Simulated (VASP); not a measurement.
Here is the system:

```
CELL_PARAMETERS angstrom
      0.00000     2.17832     2.17832
      2.17832     0.00000     2.17832
      2.17832     2.17832     0.00000
ATOMIC_POSITIONS crystal
  Al 0.00000 0.00000 0.00000
  N  0.25000 0.25000 0.25000
```

Method: PBE GGA, VASP's PBE PAW potentials (set 64) (plane waves; VASP 6.6.1). Numerical set-up: 520 eV cut-off, 10×10×10 Γ-centred mesh, Gaussian smearing of 0.050 eV, potentials Al N.

Q: Give the stress tensor in GPa (positive for a compressed cell).

A: 
```
6.28  0.00  0.00
0.00  6.28  0.00
0.00  0.00  6.28
```
The pressure is its mean diagonal, 6.28 GPa.

The compound is AlN in the zinc blende structure, a metastable form; wurtzite is the usual one. This cell is one point of a volume scan, at 0.97 of the reference volume.
